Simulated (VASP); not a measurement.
```yaml
crystal:
  lattice:
    - [-1.47180, 1.47180, 1.47180]
    - [1.47180, -1.47180, 1.47180]
    - [1.47180, 1.47180, -1.47180]
  atoms:
    - { symbol: Fe, position: [0.00000, 0.00000, 0.00000], spin: 2.2 }
```

All values below come from vdW-DF2, VASP's PBE PAW potentials (set 64) (plane waves; VASP). Numerical set-up: 520 eV cut-off, 18×18×18 Γ-centred mesh, first-order Methfessel-Paxton smearing of 0.10 eV, potentials Fe.

Question: Give the stress tensor in GPa (positive for a compressed cell).

Answer: 
```
-8.38   0.00   0.00
 0.00  -8.38   0.00
 0.00   0.00  -8.38
```
The pressure is its mean diagonal, -8.38 GPa.

The compound is Fe in the bcc structure. This cell is one point of a volume scan, at 1.06 of the reference volume.
